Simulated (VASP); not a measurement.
Given:

```xyz
2
Lattice="1.3323 -2.3076 0.0000 1.3323 2.3076 0.0000 0.0000 0.0000 4.9570" Properties=species:S:1:pos:R:3 pbc="T T T"
Zn     1.3323     0.7692     1.2393
Zn     1.3323    -0.7692     3.7178
```

Computed with optB88-vdW, VASP's PBE PAW potentials (set 64) (plane waves; VASP 6.6.1). Settings: 520 eV cut-off, 18×18×8 Γ-centred mesh, tetrahedra with Blöchl corrections, potentials Zn.

**Question.** Tabulate the total density of states (states/eV per cell) against energy (eV; zero at the valence-band maximum or, without a gap, the Fermi level).

**Answer.** 
```
E (eV) | DOS (states/eV)
    -9.96 |  0.13
    -9.40 | # 0.23
    -8.84 | # 0.47
    -8.28 | ###################### 10.0
    -7.72 | ############################## 13.7
    -7.17 | ########################### 12.2
    -6.61 | # 0.43
    -6.05 | # 0.42
    -5.49 | # 0.43
    -4.93 | # 0.44
    -4.37 | # 0.47
    -3.81 | # 0.49
    -3.25 | # 0.53
    -2.69 | # 0.56
    -2.13 | # 0.54
    -1.57 | ## 0.70
    -1.01 | # 0.58
    -0.46 | # 0.48
     0.10 | # 0.40
     0.66 | # 0.52
     1.22 | # 0.66
     1.78 | ## 0.79
     2.34 | ## 0.77
     2.90 | ## 0.77
     3.46 | ## 0.80
```
Within 2 eV below the Fermi level the largest weight inside VASP's projection spheres is Zn p, then Zn s.

The compound is Zn in the hcp structure. It was relaxed first.
